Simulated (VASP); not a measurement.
VASP runs on NiO (rock salt, AFM-II order) share one base input (PBE GGA, plane waves, VASP's PBE PAW potentials (set 64)) and change the settings named in each case.

File KPOINTS:
```
kpoints
0
Gamma
 8 8 8
0 0 0
```

### POSCAR
```
NiO
1
    4.2636000000     2.1318000000     2.1318000000
    2.1318000000     4.2636000000     2.1318000000
    2.1318000000     2.1318000000     4.2636000000
Ni O
2 2
Direct
  0.0000000000   0.0000000000   0.0000000000
  0.5000000000   0.5000000000   0.5000000000
  0.2500000000   0.2500000000   0.2500000000
  0.7500000000   0.7500000000   0.7500000000
```

### INCAR
```
SYSTEM = NiO
PREC = Accurate
ENCUT = 520
EDIFF = 1E-6
NELM = 100
ALGO = Normal
LREAL = .FALSE.
LASPH = .TRUE.
ISMEAR = 0
SIGMA = 0.05
GGA = PE
LMAXMIX = 4
ISPIN = 2
MAGMOM = 2.0 -2.0 0.0 0.0
LORBIT = 10
LWAVE = .FALSE.
LCHARG = .FALSE.
ISIF = 2
```

POTCAR, in this order: Ni O (PBE.64 set). Program: vasp_std.

```tsv
change	E(σ→0) (eV/atom)	pressure (GPa)	gap on the mesh (eV)	plane waves
base run	-5.8583	-8.87	0.92	1075
ENCUT = 275	-5.9366	-69.01	0.87	416
ENCUT = 350	-5.8830	-24.65	0.93	592
ENCUT = 375	-5.8709	-18.61	0.92	663
ENCUT = 425	[?]	[?]	0.92	783
ENCUT = 500	-5.8582	-8.95	0.92	1017
ENCUT = 550	-5.8584	-8.91	0.92	1156
ENCUT = 725	-5.8604	-9.04	0.92	1743
```

Problem. Some entries are withheld; supply them.

Solution. 
- ENCUT = 425, E(σ→0) (eV/atom): -5.8616
- ENCUT = 425, pressure (GPa): -11.79

Left out are runs that ran out of time, are held back, or changed the cell or the kind of run, fixed moments of cells without a moment, rows past the twelfth, gaps on odd meshes, pressures of charged cells and columns that move by less than the noise.

The compound is NiO in the rock salt, AFM-II order structure. The cell was not relaxed at this level. The spin order is the one that the start imposed; others were not tried in this run.
